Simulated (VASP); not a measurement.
Input:

```xyz
6
Lattice="4.3052 0.0000 0.0000 0.0000 4.3052 0.0000 0.0000 0.0000 4.3052" Properties=species:S:1:pos:R:3 pbc="T T T"
Cu     3.2289     1.0763     3.2289
Cu     1.0763     3.2289     3.2289
Cu     3.2289     3.2289     1.0763
Cu     1.0763     1.0763     1.0763
O      0.0000     0.0000     0.0000
O      2.1526     2.1526     2.1526
```

Computed with PW91 GGA, VASP's PBE PAW potentials (set 64) (plane waves; VASP). Numerical set-up: 520 eV cut-off, 6×6×6 Γ-centred mesh, tetrahedra with Blöchl corrections, potentials Cu O.

Problem. Estimate the energy per atom (σ→0), band gap (on the k-mesh) with the smallest direct gap where there is one.

Solution. 
The band gap (on the k-mesh) is 0.49 eV. The smallest direct gap (on the k-mesh) is 0.49 eV and the energy per atom (σ→0) comes out as -4.587 eV/atom.

Only differences to runs with the same potentials and settings are physical.

The compound is Cu2O in the cuprite structure. It was relaxed first.
